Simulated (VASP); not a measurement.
## GW on SiC (Moissanite 3C)

How does the gap of SiC (Moissanite 3C) change from the starting functional to GW? The cell is of the zinc-blende type, one of the forms listed for this formula. The start is a cell from a database of measured crystal structures.

Method: PBE; plane waves and PAW (Si_GW, C_GW), in the first sound run; inputs show where later runs differ, in VASP 6.6.1.

### 1. The starting structure

The structure is cubic, space group F-43m (No. 216). Conventional cell: a = 4.358 Å, b = 4.358 Å, c = 4.358 Å, α = 90.00°, β = 90.00°, γ = 90.00°. Si has 4 C at 1.89 Å nearest. Nearest to C lie 4 Si at 1.89 Å. Farther neighbours are not listed.

### 2. Empty bands, functional PBE

ALGO = Exact makes the empty bands from the converged ground state in one step. LOPTICS writes the k-derivatives of the orbitals (WAVEDER), which give the long-wavelength limit of the screening.

INCAR reads:

```
SYSTEM = SiC
PREC = Accurate
ENCUT = 440
ISMEAR = 0
SIGMA = 0.01
LREAL = .FALSE.
GGA = PE
NBANDS = 64
ALGO = Exact
NELM = 1
LWAVE = .TRUE.
LCHARG = .FALSE.
LOPTICS = .TRUE.
NEDOS = 1000
CSHIFT = 0.1
```

POSCAR reads:

```
SiC
1.0
    0.0000000000      2.1790000000      2.1790000000
    2.1790000000      0.0000000000      2.1790000000
    2.1790000000      2.1790000000      0.0000000000
Si C
1 1
Direct
    0.0000000000      0.0000000000      0.0000000000
    0.7500000000      0.7500000000      0.7500000000
```

KPOINTS reads:

```
Automatic mesh
0
Gamma
6 6 6
0 0 0
```

The projector-augmented-wave data sets are Si_GW and C_GW (PBE family, release 64).

Command:

```sh
$ mpirun -np 8 vasp_std
```

Output:

```text
[banner, memory and clock lines left out]
running    8 mpi-ranks, on    1 nodes
 distrk:  each k-point on    8 cores,    1 groups
 distr:  one band on    1 cores,    8 groups

 POSCAR found type information on POSCAR SiC
 POSCAR found :  2 types and       2 ions
|                                                                             |
|           W    W    AA    RRRRR   N    N  II  N    N   GGGG   !!!           |
|           W    W   A  A   R    R  NN   N  II  NN   N  G    G  !!!           |
|           W    W  A    A  R    R  N N  N  II  N N  N  G       !!!           |
|           W WW W  AAAAAA  RRRRR   N  N N  II  N  N N  G  GGG   !            |
|           WW  WW  A    A  R   R   N   NN  II  N   NN  G    G                |
|           W    W  A    A  R    R  N    N  II  N    N   GGGG   !!!           |
|                                                                             |
|     For optimal performance we recommend to set                             |
|       NCORE = 2 up to number-of-cores-per-socket                            |
|     NCORE specifies how many cores store one orbital (NPAR=cpu/NCORE).      |
|     This setting can greatly improve the performance of VASP for DFT.       |
|     The default, NCORE=1 might be grossly inefficient on modern             |
|     multi-core architectures or massively parallel machines. Do your        |
|     Unfortunately you need to use the default for GW and RPA                |
|     calculations (for HF NCORE is supported but not extensively tested      |
|     yet).                                                                   |
|                                                                             |

 LDA part: xc-table for (Slater+PW92), standard interpolation
 found WAVECAR, reading the header
  number of bands has changed, file:    10 present:    64
  trying to continue reading WAVECAR, but it might fail
 POSCAR, INCAR and KPOINTS ok, starting setup
 FFT: planning ... GRIDC
 FFT: planning ... GRID_SOFT
 FFT: planning ... GRID
 reading WAVECAR
 random initialization beyond band           10
 the WAVECAR file was read successfully
 initial charge from wavefunction
 entering main loop
       N       E                     dE             d eps       ncg     rms          rms(c)
DIA:   1    -0.150332412510E+02   -0.15033E+02    0.00000E+00     0   0.000E+00
   1 F= -.15033241E+02 E0= -.15033241E+02  d E =-.277828E-42
 writing wavefunctions
 optical routines
 imaginary and real dielectric function
 recalculating local potential from charge density
 direction            1
 direction            2
 direction            3
```

The job ended after 3.8 s (8 MPI ranks of Intel Xeon Platinum 8488C (Sapphire Rapids), shared host; peak memory 0.91 GiB; 25 s of CPU time).

The logs omit lines about the potential files and the build; timing stands in the text.

OUTCAR, selected parts (step 2):

```text
ion  position               nearest neighbor table
   1  0.000  0.000  0.000-   2 1.89   2 1.89   2 1.89   2 1.89
   2  0.750  0.750  0.750-   1 1.89   1 1.89   1 1.89   1 1.89

  LATTYP: Found a face centered cubic cell.
 ALAT       =     4.3580000000

 Subroutine GETGRP returns: Found 24 space group operations
 (whereof 24 operations were pure point group operations)

The static configuration has the point symmetry T_d .

 Found     16 irreducible k-points:

   k-points           NKPTS =     16   k-points in BZ     NKDIM =     16   number of bands    NBANDS=     64

   dimension x,y,z NGX =    24 NGY =   24 NGZ =   24
   dimension x,y,z NGXF=    48 NGYF=   48 NGZF=   48

   ENCUT  =  440.0 eV  32.34 Ry    5.69 a.u.   5.27  5.27  5.27*2*pi/ulx,y,z

   NELECT =       8.0000    total number of electrons

 k-points in reciprocal lattice and weights: Automatic mesh
   0.00000000  0.00000000  0.00000000       0.005
   0.16666667  0.00000000  0.00000000       0.037
   0.33333333  0.00000000  0.00000000       0.037
   0.50000000  0.00000000  0.00000000       0.019
   0.16666667  0.16666667  0.00000000       0.028
   0.33333333  0.16666667  0.00000000       0.111
   0.50000000  0.16666667  0.00000000       0.111
  -0.33333333  0.16666667  0.00000000       0.111
  -0.16666667  0.16666667  0.00000000       0.056
[...]
-0.33333333  0.33333333  0.16666667       0.111
  -0.33333333  0.50000000  0.16666667       0.056

 average (electrostatic) potential at core
       1 -64.1695       2 -45.1206

 E-fermi :   7.8762

 k-point     1 :       0.0000    0.0000    0.0000
  band No.  band energies     occupation
      1      -7.6332      2.00000
      2       7.7821      2.00000
      3       7.7821      2.00000
      4       7.7821      2.00000
      5      14.0031      0.00000
      6      15.0768      0.00000
      7      15.0768      0.00000
      8      15.0768      0.00000
      9      22.2679      0.00000
    ...

 k-point     2 :       0.1667    0.0000    0.0000
  band No.  band energies     occupation
      1      -7.0942      2.00000
      2       5.4040      2.00000
      3       7.4498      2.00000
      4       7.4498      2.00000
      5      14.1122      0.00000
      6      15.5951      0.00000
      7      15.5951      0.00000
      8      16.1248      0.00000
      9      20.7417      0.00000
    ...

 k-point     3 :       0.3333    0.0000    0.0000
  band No.  band energies     occupation
      1      -5.5678      2.00000
      2       1.5981      2.00000
      3       6.9355      2.00000
      4       6.9355      2.00000
      5      13.4538      0.00000
      6      15.4139      0.00000
      7      15.4139      0.00000
      8      17.6934      0.00000
      9      22.0459      0.00000
    ...

  Total        0.2818146      0.2818146      0.2818146      0.0000000      0.0000000     -0.0000000
  in kB       21.8208845     21.8208845     21.8208845      0.0000000      0.0000000     -0.0000000
  external PRESSURE =      21.8208845 kB  Pullay stress =       0.0000000 kB

  energy-cutoff  :      440.00
  volume of cell :       20.69
      direct lattice vectors                 reciprocal lattice vectors
     0.000000000  2.179000000  2.179000000    -0.229463056  0.229463056  0.229463056
     2.179000000  0.000000000  2.179000000     0.229463056 -0.229463056  0.229463056
     2.179000000  2.179000000  0.000000000     0.229463056  0.229463056 -0.229463056

 POSITION                                       TOTAL-FORCE (eV/Angst)
 -----------------------------------------------------------------------------------
      0.00000      0.00000      0.00000         0.000000     -0.000000      0.000000
      3.26850      3.26850      3.26850        -0.000000      0.000000     -0.000000
 -----------------------------------------------------------------------------------
    total drift:                                0.000000      0.000000     -0.000000

  FREE ENERGIE OF THE ION-ELECTRON SYSTEM (eV)
  ---------------------------------------------------
  free  energy   TOTEN  =       -15.0332412510 eV

  energy  without entropy=      -15.0332412510  energy(sigma->0) =      -15.03324125

 plasma frequency squared (from intraband transitions) (eV^2)
  --------------------------------------------------------------------------------------
       0.000       0.000       0.000
       0.000       0.000       0.000
       0.000       0.000       0.000

[... 3 further parts left out ...]
```

The gap is read on the k-mesh alone, so it is an upper bound where the band edges lie off the mesh.

A gap read on the k-mesh alone can miss the band edges.

This step gave:

| Item | Value |
| --- | --- |
| gap on the k-mesh | 1.346 eV |
| least direct gap on the k-mesh | 4.539 eV |

WAVECAR now holds 64 bands for 8 electrons. Its independent-particle dielectric tensor has xx, yy, zz = 7.8, 7.8, 7.8 on this mesh, which isn't tested for convergence in mesh or bands and lacks local fields.

### 3. G0W0, functional PBE, start PBE

This step: G0W0 on PBE; plane waves and PAW (Si_GW, C_GW) (VASP 6.6.1).

One pass of GW corrects the levels to first order, with G and W from the starting orbitals.

INCAR reads:

```
SYSTEM = SiC
PREC = Accurate
ENCUT = 440
ISMEAR = 0
SIGMA = 0.01
LREAL = .FALSE.
GGA = PE
NBANDS = 64
ALGO = EVGW0
NELMGW = 1
ENCUTGW = 120
NOMEGA = 64
PRECFOCK = Fast
NBANDSGW = 16
LWAVE = .FALSE.
LCHARG = .FALSE.
```

POSCAR is that of step 2.

KPOINTS is that of step 2.

Command:

```sh
$ mpirun -np 8 vasp_std
```

Output:

```text
[banner, memory and clock lines left out]
running    8 mpi-ranks, on    1 nodes
 distrk:  each k-point on    8 cores,    1 groups
 distr:  one band on    1 cores,    8 groups

 POSCAR found type information on POSCAR SiC
 POSCAR found :  2 types and       2 ions
 [... a notice as in an earlier step ...]

|                                                                             |
|           W    W    AA    RRRRR   N    N  II  N    N   GGGG   !!!           |
|           W    W   A  A   R    R  NN   N  II  NN   N  G    G  !!!           |
|           W    W  A    A  R    R  N N  N  II  N N  N  G       !!!           |
|           W WW W  AAAAAA  RRRRR   N  N N  II  N  N N  G  GGG   !            |
|           WW  WW  A    A  R   R   N   NN  II  N   NN  G    G                |
|           W    W  A    A  R    R  N    N  II  N    N   GGGG   !!!           |
|                                                                             |
|     The default for ENCUTGWSOFT is different in this version of VASP.       |
|     please manually set ENCUTGWSOFT =120 in the INCAR file.                 |
|                                                                             |

 LDA part: xc-table for (Slater+PW92), standard interpolation
 found WAVECAR, reading the header
 POSCAR, INCAR and KPOINTS ok, starting setup
 FFT: planning ... GRIDC
 FFT: planning ... GRID_SOFT
 FFT: planning ... GRID
 reading WAVECAR
 the WAVECAR file was read successfully
 initial charge from wavefunction
 available memory per node:     66.02 GB, setting MAXMEM to     67608

 The Fermi energy was updated, please check that it is located mid-gap
 values below the HOMO (VB) or above the LUMO (CB) will cause erroneous energies
 E-fermi :   8.4549

 calculate exact exchange contribution
 the WAVEDER file was read successfully
energies w=
    0.000    0.000    0.608    0.000    1.214    0.000    1.818    0.000
    2.417    0.000    3.012    0.000    3.600    0.000    4.182    0.000
    4.757    0.000    5.323    0.000    5.882    0.000    6.433    0.000
    6.977    0.000    7.513    0.000    8.043    0.000    8.566    0.000
    9.084    0.000    9.597    0.000   10.107    0.000   10.613    0.000
   11.118    0.000   11.622    0.000   12.126    0.000   12.632    0.000
   13.140    0.000   13.652    0.000   14.170    0.000   14.695    0.000
   15.228    0.000   15.772    0.000   16.327    0.000   16.898    0.000
   17.484    0.000   18.089    0.000   18.717    0.000   19.369    0.000
   20.049    0.000   20.762    0.000   21.512    0.000   22.304    0.000
   23.145    0.000   24.040    0.000   24.999    0.000   26.031    0.000
   27.148    0.000   28.363    0.000   29.694    0.000   31.161    0.000
   32.789    0.000   34.610    0.000   36.664    0.000   39.003    0.000
   41.692    0.000   44.822    0.000   48.512    0.000   52.930    0.000
   58.316    0.000   65.027    0.000   73.613    0.000   84.980    0.000
  100.719    0.000  123.914    0.000  161.425    0.000  232.230    0.000
 responsefunction array rank=      72
 LDA part: xc-table for (Slater+PW92), standard interpolation

 min. memory requirement per mpi rank     94.8 MB, per node    758.7 MB

 allocating   8 responsefunctions rank=    72
 shmem allocating  64 responsefunctions rank=    72
 response function shared by NCSHMEM nodes    1
 Doing            8  frequencies on each core in blocks of           64
NQ=   1    0.0000    0.0000    0.0000,
|.........|.........|.........|.........|.........|.........|.........|.........
 performed        136000 updates of chi_q(r,r)
 total number of BLAS operations          3.80 Gflops
NQ=   2    0.1667    0.0000    0.0000,
|.........|.........|.........|.........|.........|.........|.........|.........
 performed        411000 updates of chi_q(r,r)
 total number of BLAS operations         12.28 Gflops
NQ=   3    0.3333    0.0000    0.0000,
|.........|.........|.........|.........|.........|.........|.........|.........
 performed        686000 updates of chi_q(r,r)
 total number of BLAS operations         21.31 Gflops
NQ=   4    0.5000    0.0000    0.0000,
|.........|.........|.........|.........|.........|.........|.........|.........
 performed        912000 updates of chi_q(r,r)
 total number of BLAS operations         30.19 Gflops
NQ=   5    0.1667    0.1667    0.0000,
|.........|.........|.........|.........|.........|.........|.........|.........
 performed       1187000 updates of chi_q(r,r)
 total number of BLAS operations         38.13 Gflops
NQ=   6    0.3333    0.1667    0.0000,
|.........|.........|.........|.........|.........|.........|.........|.........
 performed       1638000 updates of chi_q(r,r)
 total number of BLAS operations         52.48 Gflops
NQ=   7    0.5000    0.1667    0.0000,
|.........|.........|.........|.........|.........|.........|.........|.........
 performed       2089000 updates of chi_q(r,r)
 total number of BLAS operations         65.93 Gflops
NQ=   8   -0.3333    0.1667    0.0000,
|.........|.........|.........|.........|.........|.........|.........|.........
 performed       2540000 updates of chi_q(r,r)
 total number of BLAS operations         79.38 Gflops
NQ=   9   -0.1667    0.1667    0.0000,
|.........|.........|.........|.........|.........|.........|.........|.........
 performed       2926000 updates of chi_q(r,r)
 total number of BLAS operations         90.88 Gflops
NQ=  10    0.3333    0.3333    0.0000,
|.........|.........|.........|.........|.........|.........|.........|.........
 performed       3201000 updates of chi_q(r,r)
 total number of BLAS operations         98.82 Gflops
NQ=  11    0.5000    0.3333    0.0000,
|.........|.........|.........|.........|.........|.........|.........|.........
 performed       3652000 updates of chi_q(r,r)
 total number of BLAS operations        112.27 Gflops
NQ=  12   -0.3333    0.3333    0.0000,
|.........|.........|.........|.........|.........|.........|.........|.........
 performed       4038000 updates of chi_q(r,r)
 total number of BLAS operations        124.54 Gflops
NQ=  13    0.5000    0.5000    0.0000,
|.........|.........|.........|.........|.........|.........|.........|.........
 performed       4235000 updates of chi_q(r,r)
 total number of BLAS operations        131.02 Gflops
NQ=  14    0.5000    0.3333    0.1667,
|.........|.........|.........|.........|.........|.........|.........|.........
 performed       4748000 updates of chi_q(r,r)
 total number of BLAS operations        146.81 Gflops
NQ=  15   -0.3333    0.3333    0.1667,
|.........|.........|.........|.........|.........|.........|.........|.........
 performed       5228000 updates of chi_q(r,r)
 total number of BLAS operations        161.58 Gflops
NQ=  16   -0.3333    0.5000    0.1667,
|.........|.........|.........|.........|.........|.........|.........|.........
 performed       5616000 updates of chi_q(r,r)
 total number of BLAS operations        173.53 Gflops
 resolving degeneracies of screened two electron integrals

 calculate QP shifts <psi_nk| G(iteration)W_0 |psi_nk>: iteration 1
 entering main loop
```

Elapsed: 53 s, on 8 MPI ranks; peak memory 1.2 GiB; 6.9 min of CPU time.

Parts of OUTCAR (step 3):

```text
The static configuration has the point symmetry T_d .

 Found     16 irreducible k-points:

   k-points           NKPTS =     16   k-points in BZ     NKDIM =    216   number of bands    NBANDS=     64

   NELECT =       8.0000    total number of electrons

 E-fermi :   8.4549

 QP shifts <psi_nk| G(iteration)W_0 |psi_nk>: iteration 1
 for sc-GW calculations column KS-energies equals QP-energies in previous step
 and V_xc(KS)=  KS-energies - (<T + V_ion + V_H > + <T+V_H+V_ion>^1  + <V_x>^1)
 k-point   1 :       0.0000    0.0000    0.0000
  band No.  KS-energies  QP-energies   sigma(KS)   V_xc(KS)     V^pw_x(r,r')   Z            occupation Imag(sigma)
      1      -7.6332      -8.5929     -14.0731     -12.7369     -21.6946       0.7182       2.0000       1.3509
      2       7.7821       7.3325     -15.3775     -14.8072     -17.4280       0.7884       2.0000       0.0484
      3       7.7821       7.3325     -15.3775     -14.8072     -17.4280       0.7884       2.0000       0.0484
      4       7.7821       7.3325     -15.3775     -14.8072     -17.4280       0.7884       2.0000       0.0484
      5      14.0031      14.6344     -12.3707     -13.1804      -7.3947       0.7795       0.0000      -0.0879
      6      15.0768      15.7149     -10.7357     -11.5406      -5.7574       0.7928       0.0000      -0.0857
      7      15.0768      15.7149     -10.7357     -11.5406      -5.7574       0.7928       0.0000      -0.0857
      8      15.0768      15.7149     -10.7357     -11.5406      -5.7574       0.7928       0.0000      -0.0857
    ...

 k-point   2 :       0.1667    0.0000    0.0000
  band No.  KS-energies  QP-energies   sigma(KS)   V_xc(KS)     V^pw_x(r,r')   Z            occupation Imag(sigma)
      1      -7.0942      -8.0403     -14.1250     -12.8136     -21.5907       0.7215       2.0000       1.2659
      2       5.4040       4.7635     -14.7062     -13.8775     -17.3397       0.7729       2.0000       0.0653
      3       7.4498       6.9677     -15.2498     -14.6385     -17.3635       0.7887       2.0000       0.0492
      4       7.4498       6.9677     -15.2498     -14.6385     -17.3635       0.7887       2.0000       0.0492
      5      14.1122      14.7156     -11.4670     -12.2309      -6.5889       0.7900       0.0000      -0.0833
      6      15.5951      16.2581     -10.8331     -11.6745      -5.6876       0.7879       0.0000      -0.0961
      7      15.5951      16.2581     -10.8331     -11.6745      -5.6876       0.7879       0.0000      -0.0961
      8      16.1248      16.8866     -12.1114     -13.0966      -6.7668       0.7733       0.0000      -0.1174
    ...

 k-point   3 :       0.3333    0.0000    0.0000
  band No.  KS-energies  QP-energies   sigma(KS)   V_xc(KS)     V^pw_x(r,r')   Z            occupation Imag(sigma)
      1      -5.5678      -6.4674     -14.3481     -13.1152     -21.3955       0.7296       2.0000       1.0448
      2       1.5981       0.7971     -14.0006     -12.9191     -17.9684       0.7407       2.0000       0.1865
      3       6.9355       6.4048     -15.1433     -14.4673     -17.3975       0.7849       2.0000       0.0518
      4       6.9355       6.4048     -15.1433     -14.4673     -17.3975       0.7849       2.0000       0.0518
      5      13.4538      14.0451     -11.4039     -12.1465      -6.7076       0.7962       0.0000      -0.0750
      6      15.4139      16.0279     -10.5201     -11.2949      -5.4190       0.7924       0.0000      -0.0956
      7      15.4139      16.0279     -10.5201     -11.2949      -5.4190       0.7924       0.0000      -0.0956
      8      17.6934      18.3934     -11.7354     -12.6579      -5.6982       0.7588       0.0000      -0.1982
    ...

[... 7 parts as in an earlier step ...]

[... 5 further parts left out ...]
```

Numbers from this step:

```
quasiparticle gap on the mesh                 : 2.071 eV
smallest direct quasiparticle gap on the mesh : 5.536 eV
gap of the starting orbitals on the mesh      : 1.346 eV
```

GW takes the gap from 1.346 to 2.071 eV. The value holds for 64 bands, ENCUTGW = 120 eV and this mesh, and isn't shown to be converged in them.

(Part 1 of 5 ends here.)

[Lines on the potential files, build, host, timing and source positions are cut from VASP's logs without a mark.]

[Logs are printed without paths, hosts, clocks, repeated set-up lines and the standing remarks that a program may print on its own settings, such as how far it seeks lower states.]

[Hosts, paths, dates, database ids (printed as entryN), source tags and the programs' standing remarks are cut or masked in the printed files.]

[Pressures printed for these runs are not shown converged in the cutoff: they can be off by several GPa and have the wrong sign.]
